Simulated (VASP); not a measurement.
Computed with r2SCAN meta-GGA, VASP's PBE PAW potentials (set 64) (plane waves; VASP).

The input files of a VASP run:

### POSCAR
```
Cu
1
    0.0000000000     1.7901717564     1.7901717564
    1.7901717564     0.0000000000     1.7901717564
    1.7901717564     1.7901717564     0.0000000000
Cu
1
Direct
  0.0000000000   0.0000000000   0.0000000000
```

INCAR:
```
SYSTEM = Cu
PREC = Normal
ENCUT = 400
EDIFF = 1E-5
NELM = 100
ALGO = Normal
LREAL = .FALSE.
LASPH = .TRUE.
ISMEAR = 1
SIGMA = 0.1
METAGGA = R2SCAN
LMIXTAU = .TRUE.
LMAXMIX = 4
LWAVE = .FALSE.
LCHARG = .FALSE.
NELMIN = 4
IBRION = 2
ISIF = 2
NSW = 20
EDIFFG = -0.03
```

**KPOINTS**
```
kpoints
0
gamma
 19 19 19
0 0 0
```

POTCAR, in this order: Cu (PBE.64 set). Program: vasp_std.

Problem. Predict the energy per atom (σ→0), band gap (on the k-mesh).

Solution. 
```yaml
energy per atom (σ→0): -1044.2 kJ/mol of atoms
band gap (on the k-mesh): none (metal, semimetal or under 0.01 eV)
```

**OSZICAR**
```
...
DAV:   8    -0.108283291918E+02    0.51643E-02   -0.11701E-01  4578   0.781E+00    0.928E-01
DAV:   9    -0.108222377845E+02    0.60914E-02   -0.14592E-01  5106   0.876E+00    0.769E-02
DAV:  10    -0.108230105683E+02   -0.77278E-03   -0.12219E-03  4639   0.497E-01    0.109E-01
DAV:  11    -0.108229645558E+02    0.46012E-04   -0.59251E-04  5487   0.465E-01    0.347E-02
DAV:  12    -0.108229877160E+02   -0.23160E-04   -0.40745E-04  4291   0.416E-01    0.282E-02
DAV:  13    -0.108229906746E+02   -0.29586E-05   -0.12601E-04  3327   0.221E-01    0.326E-03
DAV:  14    -0.108229935266E+02   -0.28520E-05   -0.89418E-07  2131   0.130E-02
   1 F= -.10822994E+02 E0= -.10822874E+02  d E =-.108230E+02
```

The compound is Cu in the fcc structure. It was relaxed first.
